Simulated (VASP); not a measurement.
# Cl2BSeH in VASP: reference runs

Reference runs on Cl2BSeH: the cell as given.

All numbers are computed with VASP 6.6.1; they aren't measurements. Logs are shortened: lines on timing, memory, paths and dates and some standing lists are left out, and cuts for length are marked.

### Step 1. Starting point

The cell holds a molecule in a box, 5 atoms: a = 12.000 Å, b = 13.000 Å, c = 13.000 Å, α = 90.00°, β = 90.00°, γ = 90.00°.

### Step 2. Single point, PBE

INCAR reads:

```
SYSTEM = BHSeCl2
ALGO     = Normal         ! electronic algorithm
EDIFF    = 1E-7           ! SCF threshold, eV
ENCUT    = 520            ! plane-wave cutoff, eV
GGA      = PE             ! functional
ISIF     = 2              ! what is computed and relaxed
ISMEAR   = 0              ! smearing method
LASPH    = .TRUE.         ! aspherical terms in the spheres
LCHARG   = .FALSE.        ! write CHGCAR
LREAL    = .FALSE.        ! projectors in reciprocal space
LWAVE    = .FALSE.        ! write WAVECAR
NBANDS   = 20             ! bands
NELM     = 100            ! most SCF steps
PREC     = Accurate       ! precision mode
SIGMA    = 0.01           ! smearing width, eV
```

KPOINTS reads:

```
k-points
0
G
  1 1 1
  0 0 0
```

POSCAR reads:

```
BHSeCl2
1.0
   12.0000000000      0.0000000000      0.0000000000
    0.0000000000     13.0000000000      0.0000000000
    0.0000000000      0.0000000000     13.0000000000
Cl B Se H
2 1 1 1
Direct
    0.5305458300      0.5231000000      0.6193730800
    0.5965708300      0.3684153800      0.4572961500
    0.5261291700      0.4805846200      0.4922346200
    0.4458208300      0.5523846200      0.3858576900
    0.4055958300      0.6348153800      0.4535346200
```

Potentials or basis: VASP PAW PBE potentials, release 64 (Cl, B, Se, H).

Command:

```console
$ cat potpaw_PBE.64/Cl/POTCAR potpaw_PBE.64/B/POTCAR potpaw_PBE.64/Se/POTCAR potpaw_PBE.64/H/POTCAR > POTCAR
$ mpirun -np 1 vasp_gam > vasp.out
```

OUTCAR:

```text
SYSTEM = BHSeCl2
   EDIFF = 1E-7
   ENCUT = 520
   GGA = PE
   ISIF = 2
   ISMEAR = 0
   LASPH = .TRUE.
   LREAL = .FALSE.
   NELM = 100
   PREC = Accurate

 ion  position               nearest neighbor table
   1  0.531  0.523  0.619-   3 1.74
   2  0.597  0.368  0.457-   3 1.75
   3  0.526  0.481  0.492-   1 1.74   2 1.75   4 1.93
   4  0.446  0.552  0.386-   5 1.47   3 1.93
   5  0.406  0.635  0.454-   4 1.47

  LATTYP: Found a simple tetragonal cell.
 ALAT       =    13.0000000000
 C/A-ratio  =     0.9230769231

  Lattice vectors:

 A1 = (   0.0000000000,  13.0000000000,   0.0000000000)
 A2 = (   0.0000000000,   0.0000000000,  13.0000000000)
 A3 = (  12.0000000000,   0.0000000000,   0.0000000000)

Analysis of symmetry for initial positions (statically):
=====================================================================
 Subroutine PRICEL returns:
 Original cell was already a primitive cell.

 Routine SETGRP: Setting up the symmetry group for a
 simple tetragonal supercell.

 Subroutine GETGRP returns: Found  1 space group operations
 (whereof  1 operations were pure point group operations)
 out of a pool of 16 trial point group operations.

The static configuration has the point symmetry C_1 .

Analysis of symmetry for dynamics (positions and initial velocities):
=====================================================================
 Subroutine PRICEL returns:
 Original cell was already a primitive cell.

 Routine SETGRP: Setting up the symmetry group for a
 simple tetragonal supercell.

 Subroutine GETGRP returns: Found  1 space group operations
 (whereof  1 operations were pure point group operations)
 out of a pool of 16 trial point group operations.

The dynamic configuration has the point symmetry C_1 .

 Subroutine INISYM returns: Found  1 space group operations
 (whereof  1 operations are pure point group operations),
 and found     1 'primitive' translations

----------------------------------------------------------------------------------------

                                     Primitive cell

  volume of cell :    2028.0000

  direct lattice vectors                    reciprocal lattice vectors
    12.000000000  0.000000000  0.000000000     0.083333333  0.000000000  0.000000000
     0.000000000 13.000000000  0.000000000     0.000000000  0.076923077  0.000000000
     0.000000000  0.000000000 13.000000000     0.000000000  0.000000000  0.076923077

  length of vectors
    12.000000000 13.000000000 13.000000000     0.083333333  0.076923077  0.076923077

  position of ions in fractional coordinates (direct lattice)
     0.530545830  0.523100000  0.619373080
     0.596570830  0.368415380  0.457296150
     0.526129170  0.480584620  0.492234620
     0.445820830  0.552384620  0.385857690
     0.405595830  0.634815380  0.453534620

  ion indices of the primitive-cell ions
   primitive index   ion index
                 1           1
                 2           2
                 3           3
                 4           4
                 5           5

----------------------------------------------------------------------------------------

 KPOINTS: k-points

Automatic generation of k-mesh.
 Grid dimensions read from file:
 generate k-points for:    1    1    1

 Generating k-lattice:

  Cartesian coordinates                     Fractional coordinates (reciprocal lattice)
     0.083333333  0.000000000  0.000000000     1.000000000  0.000000000  0.000000000
     0.000000000  0.076923077  0.000000000     0.000000000  1.000000000  0.000000000
     0.000000000  0.000000000  0.076923077     0.000000000  0.000000000  1.000000000

  Length of vectors
     0.083333333  0.076923077  0.076923077

  Shift w.r.t. Gamma in fractional coordinates (k-lattice)
     0.000000000  0.000000000  0.000000000

 Subroutine IBZKPT returns following result:
 ===========================================

 Found      1 irreducible k-points:

 Following reciprocal coordinates:
            Coordinates               Weight
  0.000000  0.000000  0.000000      1.000000
   k-points           NKPTS =      1   k-points in BZ     NKDIM =      1   number of bands    NBANDS=     20
   number of dos      NEDOS =    301   number of ions     NIONS =      5
   total plane-waves  NPLWV = 864360
   dimension x,y,z NGX =    90 NGY =   98 NGZ =   98
   dimension x,y,z NGXF=   180 NGYF=  196 NGZF=  196
   ions per type =               2   1   1   1
   NGX,Y,Z   is equivalent  to a cutoff of  12.47, 12.53, 12.53 a.u.
   NGXF,Y,Z  is equivalent  to a cutoff of  24.94, 25.06, 25.06 a.u.
 SYSTEM =  BHSeCl2
   PREC   = accura    normal or accurate (medium, high low for compatibility)
   ISTART =      0    job   : 0-new  1-cont  2-samecut
   ICHARG =      2    charge: 1-file 2-atom 10-const
   ISPIN  =      1    spin polarized calculation?
   LNONCOLLINEAR =      F non collinear calculations
   LSORBIT =      F    spin-orbit coupling
   LASPH  =      T    aspherical Exc in radial PAW
   ENCUT  =  520.0 eV  38.22 Ry    6.18 a.u.  22.31 24.17 24.17*2*pi/ulx,y,z
   NELM   =    100;   NELMIN=  2; NELMDL= -5     # of ELM steps
   EDIFF  = 0.1E-06   stopping-criterion for ELM
   LREAL  =      F    real-space projection
   EDIFFG = 0.1E-05   stopping-criterion for IOM
   NSW    =      0    number of steps for IOM
   IBRION =     -1    ionic relax: 0-MD 1-quasi-New 2-CG
   NFREE  =      0    steps in history (QN), initial steepest desc. (CG)
   ISIF   =      2    stress and relaxation
   ISYM   =      2    0-nonsym 1-usesym 2-fastsym
   POTIM  = 0.5000    time-step for ionic-motion
   TEBEG  =    0.0;   TEEND  =   0.0 temperature during run
   PSTRESS=    0.0 pullay stress
   NELECT =      24.0000    total number of electrons
   NUPDOWN=      -1.0000    fix difference up-down
   EMIN   =  10.00;   EMAX   =-10.00  energy-range for DOS
   EFERMI =   0.00;   METHOD = LEGACY
   ISMEAR =     0;   SIGMA  =   0.01  broadening in eV -4-tet -1-fermi 0-gaus
   EFERMI_NEDOS =   21; number of points for ismear=-14 and -15
   IALGO  =     38    algorithm
   IMIX   =      4    mixing-type and parameters
     AMIX     =   0.40;   BMIX     =  1.00
     AMIX_MAG =   1.60;   BMIX_MAG =  1.00
  volume/ion in A,a.u.               =     405.60      2737.12
  Fermi-wavevector in a.u.,A,eV,Ry     =   0.373069  0.704998  1.893666  0.139181
  Thomas-Fermi vector in A             =   1.302412
   LORBIT       =      0    0 simple, 1 ext, 2 COOP (PROOUT), +10 PAW based schemes
   GGA     = PE    functional components
   LHFCALC =     F    Hartree Fock is set to
   AEXX    =    0.0000 exact exchange contribution
   IVDW    =     0    specifies the selected vdW correction
   LEPSILON=     F    determine dielectric tensor
   LRPA    =     F    only Hartree local field effects (RPA)
 non-spin polarized calculation
 Gauss-broadening in eV      SIGMA  =   0.01
  energy-cutoff  :      520.00
  volume of cell :     2028.00
 maximum number of plane-waves:     27285
 NGX is ok and might be reduce to    90
   NGX = 45   NGY = 49   NGZ = 49

 number of electron      24.0000004 magnetization

 Free energy of the ion-electron system (eV)
  ---------------------------------------------------
  ext. energy  EPLUGINS =         0.00000000
  ---------------------------------------------------
  free energy    TOTEN  =       -19.98540307 eV

  energy without entropy =      -19.98540307  energy(sigma->0) =      -19.98540307

 E-fermi :  -6.2751     XC(G=0):  -0.8125

 val. band max:       -6.3513206441   @ k =   0.0000   0.0000   0.0000
 cond. band min:      -2.0347478597   @ k =   0.0000   0.0000   0.0000
 fundamental gap:      4.3165727845
 Fermi energy:        -6.2751212285

 k-point     1 :       0.0000    0.0000    0.0000
  band No.  band energies     occupation
      1     -21.5819      2.00000
      2     -20.6917      2.00000
      3     -18.3700      2.00000
      4     -12.4201      2.00000
      5     -10.8614      2.00000
      6     -10.0514      2.00000
[... 12 lines left out ...]
     19       0.7293      0.00000
     20       0.7883      0.00000

------------------------ aborting loop because EDIFF is reached ----------------------------------------

  FORCE on cell =-STRESS in cart. coord.  units (eV):
  Direction    XX          YY          ZZ          XY          YZ          ZX
  --------------------------------------------------------------------------------------
  -------------------------------------------------------------------------------------
  Total        0.1887933      0.5320806      0.7744286     -0.3266169      0.2118819      0.0669209
  in kB        0.1491521      0.4203587      0.6118205     -0.2580366      0.1673927      0.0528694
  external PRESSURE =       0.3937771 kB  Pullay stress =       0.0000000 kB

 VOLUME and BASIS-vectors are now :
 -----------------------------------------------------------------------------
  energy-cutoff  :      520.00
  volume of cell :     2028.00
      direct lattice vectors                 reciprocal lattice vectors
    12.000000000  0.000000000  0.000000000     0.083333333  0.000000000  0.000000000
     0.000000000 13.000000000  0.000000000     0.000000000  0.076923077  0.000000000
     0.000000000  0.000000000 13.000000000     0.000000000  0.000000000  0.076923077

 POSITION                                       TOTAL-FORCE (eV/Angst)
 -----------------------------------------------------------------------------------
      6.36655      6.80030      8.05185         0.010182      0.058154      0.190347
      7.15885      4.78940      5.94485         0.085155     -0.157970     -0.076263
      6.31355      6.24760      6.39905         0.025347      0.000146      0.105577
      5.34985      7.18100      5.01615        -0.032420     -0.105120     -0.405772
      4.86715      8.25260      5.89595        -0.088264      0.204790      0.186111
 -----------------------------------------------------------------------------------
    total drift:                                0.000225      0.000346     -0.000226

  FREE ENERGIE OF THE ION-ELECTRON SYSTEM (eV)
  ---------------------------------------------------
  free  energy   TOTEN  =       -19.9854030666 eV

  energy  without entropy=      -19.9854030666  energy(sigma->0) =      -19.98540307
```

It took 3.2 min on 1 thread of Intel Xeon Platinum 8259CL at 2.50GHz (Skylake/Cascade Lake), shared host; peak memory 1.5 GiB.

Results:

| Item | Value |
| --- | --- |
| Free energy | -19.9854 eV |
| Largest force | 0.420 eV/Å |
| Gap between the frontier levels | 4.32 eV |

Forces in eV/Å, atoms in the order of the input:
```
Cl   0.010  0.058  0.190
Cl   0.085 -0.158 -0.076
B    0.025  0.000  0.106
Se  -0.032 -0.105 -0.406
H   -0.088  0.205  0.186
```

Levels at points of the mesh, in eV from the valence-band top:
| k point | band 9 | band 10 | band 11 | band 12 | band 13 | band 14 | band 15 | band 16 |
| --- | --- | --- | --- | --- | --- | --- | --- | --- |
| (0.00, 0.00, 0.00) | -1.60 | -1.20 | -1.00 | 0.00 | 4.32 | 5.41 | 5.90 | 6.71 |
